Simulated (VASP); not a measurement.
All values below come from PBEsol GGA, VASP's PBE PAW potentials (set 64) (plane waves; VASP 6.6.1).

VASP ran on this input.

File KPOINTS:
```
Automatic mesh
0
Gamma
6 6 6
0 0 0
```

POSCAR:
```
CoSi
1
    4.3885045466     0.0000000000     0.0000000000
    0.0000000000     4.3885045466    -0.0000000000
   -0.0000000000     0.0000000000     4.3885045466
Co Si
4 4
Direct
  0.8547946941   0.6452053059   0.3547946941
  0.3547946941   0.8547946941   0.6452053059
  0.1452053059   0.1452053059   0.1452053059
  0.6452053059   0.3547946941   0.8547946941
  0.1567174385   0.3432825615   0.6567174385
  0.6567174385   0.1567174385   0.3432825615
  0.8432825615   0.8432825615   0.8432825615
  0.3432825615   0.6567174385   0.1567174385
```

INCAR:
```
ALGO  =  Normal
EDIFF  =  1E-6
EDIFFG  =  -0.02
ENCUT  =  400
GGA  =  PS
IBRION  =  2
ISIF  =  3
ISMEAR  =  1
LASPH  =  .True.
LCHARG  =  .False.
LMAXMIX  =  4
LREAL  =  .False.
LWAVE  =  .False.
NELM  =  100
NSW  =  60
PREC  =  Accurate
SIGMA  =  0.1
SYSTEM  =  CoSi
```

POTCAR, in this order: Co Si (PBE.64 set). Program: vasp_std.

Output of the run:

File OSZICAR:
```
       N       E                     dE             d eps       ncg     rms          rms(c)
DAV:   1     0.312684919297E+03    0.31268E+03   -0.18722E+04  1488   0.158E+03
DAV:   2    -0.370272712061E+02   -0.34971E+03   -0.34070E+03  1488   0.376E+02
DAV:   3    -0.651585257534E+02   -0.28131E+02   -0.27410E+02  1802   0.125E+02
DAV:   4    -0.664361870162E+02   -0.12777E+01   -0.12699E+01  1970   0.252E+01
DAV:   5    -0.664808930659E+02   -0.44706E-01   -0.44695E-01  2055   0.418E+00    0.298E+01
DAV:   6    -0.723060911309E+02   -0.58252E+01   -0.19837E+02  2128   0.161E+02    0.273E+01
DAV:   7    -0.597787460479E+02    0.12527E+02   -0.74358E+01  2040   0.114E+02    0.827E+00
DAV:   8    -0.599370638301E+02   -0.15832E+00   -0.45598E+00  1736   0.129E+01    0.301E+00
DAV:   9    -0.598360138905E+02    0.10105E+00   -0.36177E-01  2331   0.682E+00    0.115E+00
DAV:  10    -0.598286209579E+02    0.73929E-02   -0.21109E-02  2289   0.104E+00    0.284E-01
DAV:  11    -0.598276746315E+02    0.94633E-03   -0.25099E-03  2378   0.471E-01    0.985E-02
DAV:  12    -0.598276442982E+02    0.30333E-04   -0.21122E-04  1898   0.154E-01    0.301E-02
DAV:  13    -0.598276424584E+02    0.18398E-05   -0.62363E-05  2370   0.529E-02    0.307E-02
DAV:  14    -0.598276398042E+02    0.26541E-05   -0.74410E-06  1677   0.203E-02    0.962E-03
DAV:  15    -0.598276398009E+02    0.33219E-08   -0.24419E-06  1205   0.154E-02
   1 F= -.59827640E+02 E0= -.59827947E+02  d E =-.598276E+02
       N       E                     dE             d eps       ncg     rms          rms(c)
DAV:   1    -0.598431436181E+02   -0.15504E-01   -0.29499E-01  1526   0.638E+00    0.111E+00
DAV:   2    -0.598521839934E+02   -0.90404E-02   -0.37217E-01  2151   0.753E+00    0.113E+00
DAV:   3    -0.598281516212E+02    0.24032E-01   -0.15156E-01  2119   0.484E+00    0.227E-01
DAV:   4    -0.598276851859E+02    0.46644E-03   -0.40058E-03  1633   0.500E-01    0.635E-02
DAV:   5    -0.598276480612E+02    0.37125E-04   -0.19948E-04  2228   0.116E-01    0.385E-02
DAV:   6    -0.598276374628E+02    0.10598E-04   -0.35760E-05  2180   0.401E-02    0.414E-03
DAV:   7    -0.598276375550E+02   -0.92217E-07   -0.33903E-06  1459   0.154E-02
   2 F= -.59827638E+02 E0= -.59827944E+02  d E =0.224590E-05
       N       E                     dE             d eps       ncg     rms          rms(c)
DAV:   1    -0.598319730678E+02   -0.43356E-02   -0.74122E-02  1526   0.320E+00    0.552E-01
DAV:   2    -0.598343102877E+02   -0.23372E-02   -0.94508E-02  2151   0.380E+00    0.571E-01
DAV:   3    -0.598281895577E+02    0.61207E-02   -0.38674E-02  2127   0.243E+00    0.113E-01
DAV:   4    -0.598280615106E+02    0.12805E-03   -0.94258E-04  1589   0.242E-01    0.307E-02
DAV:   5    -0.598280517433E+02    0.97673E-05   -0.51476E-05  2215   0.599E-02    0.179E-02
DAV:   6    -0.598280490761E+02    0.26672E-05   -0.77113E-06  1927   0.185E-02    0.306E-03
DAV:   7    -0.598280491910E+02   -0.11493E-06   -0.83289E-07   877   0.787E-03
   3 F= -.59828049E+02 E0= -.59828356E+02  d E =-.409390E-03
       N       E                     dE             d eps       ncg     rms          rms(c)
DAV:   1    -0.598282023287E+02   -0.15325E-03   -0.46428E-02  1488   0.116E+00    0.250E-02
DAV:   2    -0.598282398680E+02   -0.37539E-04   -0.48952E-04  1954   0.218E-01    0.264E-02
DAV:   3    -0.598282343531E+02    0.55149E-05   -0.39384E-05  2162   0.744E-02    0.152E-02
DAV:   4    -0.598282292018E+02    0.51513E-05   -0.59061E-06  1712   0.177E-02    0.296E-03
DAV:   5    -0.598282291005E+02    0.10125E-06   -0.51987E-07   870   0.628E-03
   4 F= -.59828229E+02 E0= -.59828537E+02  d E =-.179910E-03
```

File OUTCAR:
```
------------------------ aborting loop because EDIFF is reached ----------------------------------------
  FORCE on cell =-STRESS in cart. coord.  units (eV):
  Direction    XX          YY          ZZ          XY          YZ          ZX
  --------------------------------------------------------------------------------------
  Total        0.0347268      0.0347268      0.0347268      0.0000000      0.0000000      0.0000000
  in kB        0.6599699      0.6599699      0.6599699      0.0000000      0.0000000      0.0000000
  external PRESSURE =       0.6599699 kB  Pullay stress =       0.0000000 kB
  volume of cell :       84.30
      direct lattice vectors                 reciprocal lattice vectors
     4.384805602 -0.000000000  0.000000000     0.228060281 -0.000000000  0.000000000
     0.000000000  4.384805602 -0.000000000     0.000000000  0.228060281 -0.000000000
     0.000000000  0.000000000  4.384805602     0.000000000  0.000000000  0.228060281
 POSITION                                       TOTAL-FORCE (eV/Angst)
 -----------------------------------------------------------------------------------
      3.74664      2.83057      1.55424        -0.010815      0.010815     -0.010815
      1.55424      3.74664      2.83057        -0.010815     -0.010815      0.010815
      0.63816      0.63816      0.63816         0.010815      0.010815      0.010815
      2.83057      1.55424      3.74664         0.010815     -0.010815     -0.010815
      0.68700      1.50540      2.87941        -0.001749      0.001749     -0.001749
      2.87941      0.68700      1.50540        -0.001749     -0.001749      0.001749
      3.69780      3.69780      3.69780         0.001749      0.001749      0.001749
      1.50540      2.87941      0.68700         0.001749     -0.001749     -0.001749
 -----------------------------------------------------------------------------------
    total drift:                                0.000000     -0.000000      0.000000
  FREE ENERGIE OF THE ION-ELECTRON SYSTEM (eV)
  ---------------------------------------------------
  free  energy   TOTEN  =       -59.8282291005 eV

  energy  without entropy=      -59.8291516163  energy(sigma->0) =      -59.82853661

 reached required accuracy - stopping structural energy minimisation
```
(Selected blocks of OUTCAR.)

File CONTCAR:
```
CoSi
   1.00000000000000
     4.3848056024885338   -0.0000000000000000    0.0000000000000000
     0.0000000000000000    4.3848056024885338   -0.0000000000000000
     0.0000000000000000    0.0000000000000000    4.3848056024885338
  Co              Si
     4     4
Direct
     0.8544600439432233    0.6455399560567767    0.3544600439432234
     0.3544600439432234    0.8544600439432233    0.6455399560567767
     0.1455399560567766    0.1455399560567766    0.1455399560567766
     0.6455399560567767    0.3544600439432234    0.8544600439432233
     0.1566781843719521    0.3433218156280478    0.6566781843719521
     0.6566781843719521    0.1566781843719521    0.3433218156280478
     0.8433218156280479    0.8433218156280479    0.8433218156280479
     0.3433218156280478    0.6566781843719521    0.1566781843719521
```

**OUTCAR**
```
 val. band max:       12.4812306829   @ k =   0.0000   0.0000   0.0000

 cond. band min:      12.5723844723   @ k =   0.5000   0.5000   0.3333


 Fermi energy:        12.4863271580

 k-point     1 :       0.0000    0.0000    0.0000
  band No.  band energies     occupation
      1      -1.4500      2.00000
      2       4.1662      2.00000
      3       4.1662      2.00000
      4       4.1662      2.00000
      5       6.8427      2.00000
      6       6.8427      2.00000
      7       6.8427      2.00000
      8       8.5832      2.00000
      9       8.5832      2.00000
     10       8.5832      2.00000
     11       9.2499      2.00000
     12       9.2918      2.00000
     13       9.2918      2.00000
     14       9.6269      2.00000
     15       9.6269      2.00000
     16       9.6269      2.00000
     17      10.0954      2.00000
     18      10.0954      2.00000
     19      10.0954      2.00000
     20      11.5350      2.00000
     21      11.5350      2.00000
     22      11.5350      2.00000
     23      11.6725      2.00000
     24      11.6725      2.00000
     25      12.4812      1.08614
     26      12.4812      1.08614
     27      12.4812      1.08614
     28      15.1421      0.00000
     29      15.1421      0.00000
     30      15.1421      0.00000
     31      15.4992      0.00000

 k-point     2 :       0.1667    0.0000    0.0000
  band No.  band energies     occupation
      1      -1.2381      2.00000
      2       3.0417      2.00000
      3       4.2983      2.00000
      4       4.9061      2.00000
      5       6.3105      2.00000
      6       6.9634      2.00000
      7       7.5665      2.00000
      8       7.8641      2.00000
      9       8.1834      2.00000
     10       9.0397      2.00000
     11       9.2933      2.00000
     12       9.3337      2.00000
     13       9.5604      2.00000
     14       9.5832      2.00000
     15       9.6371      2.00000
     16       9.6403      2.00000
     17      10.0211      2.00000
...
```

The compound is CoSi in the B20 structure. This run relaxes it. Symmetry was kept, so distortions that lower it aren't found. The start is the result of an earlier pass. The run is not spin-polarised, so no magnetic state was tried.
